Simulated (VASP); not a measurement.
A convergence study with VASP on SrTe (rock salt): one setting is varied, all else stays as given below, so the limit is that of these other settings.

```
SrTe
1.0
    0.00000     3.33000     3.33000
    3.33000     0.00000     3.33000
    3.33000     3.33000     0.00000
Sr Te
1 1
Direct
  0.00000   0.00000   0.00000
  0.50000   0.50000   0.50000
```

These are PBE GGA, VASP's PBE PAW potentials (set 64) (plane waves; VASP) values and carry that method's errors. The tightest run used: 550 eV cut-off, 16×16×16 Γ-centred mesh, Gaussian smearing of 0.050 eV, potentials Sr_sv Te.

**Question.** The settings run are 1×1×1 mesh; 2×2×2 mesh; 3×3×3 mesh; 4×4×4 mesh; 5×5×5 mesh; 6×6×6 mesh; 7×7×7 mesh; 8×8×8 mesh; 9×9×9 mesh; 10×10×10 mesh; 11×11×11 mesh; 12×12×12 mesh; 13×13×13 mesh; 14×14×14 mesh; 15×15×15 mesh; 16×16×16 mesh. From which on does the energy per atom stay within 0.005 eV/atom of the tightest run?

**Answer.** From 5×5×5 mesh on: it is off by 0.0017 there and by no more than 0.005 in any finer run, while 4×4×4 mesh is off by 0.0073.
| setting | E (eV/atom) | pressure (GPa) | irreducible k-points | difference judged (eV/atom) |
|---|---|---|---|---|
| 1×1×1 mesh | 0.0251 | 23.19 | 1 | 4.1562 |
| 2×2×2 mesh | -3.8245 | 3.23 | 3 | 0.3066 |
| 3×3×3 mesh | -4.0933 | 1.37 | 4 | 0.0378 |
| 4×4×4 mesh | -4.1238 | 1.09 | 8 | 0.0073 |
| 5×5×5 mesh | -4.1294 | 1.02 | 10 | 0.0017 |
| 6×6×6 mesh | -4.1307 | 1.01 | 16 | 0.0004 |
| 7×7×7 mesh | -4.1310 | 1.00 | 20 | 0.0001 |
| 8×8×8 mesh | -4.1311 | 1.00 | 29 | 0.0000 |
| 9×9×9 mesh | -4.1311 | 1.00 | 35 | 0.0000 |
| 10×10×10 mesh | -4.1311 | 1.00 | 47 | 0.0000 |
| 11×11×11 mesh | -4.1311 | 1.00 | 56 | 0.0000 |
| 12×12×12 mesh | -4.1311 | 1.00 | 72 | 0.0000 |
| 13×13×13 mesh | -4.1311 | 1.00 | 84 | 0.0000 |
| 14×14×14 mesh | -4.1311 | 1.00 | 104 | 0.0000 |
| 15×15×15 mesh | -4.1311 | 1.00 | 120 | 0.0000 |
| 16×16×16 mesh | -4.1311 | 1.00 | 145 | 0.0000 |

Left out are rungs that failed or repeat a setting and relaxations that didn't move; long series are thinned to 24 rows.

The compound is SrTe in the rock salt structure. The cell was not relaxed at this level.
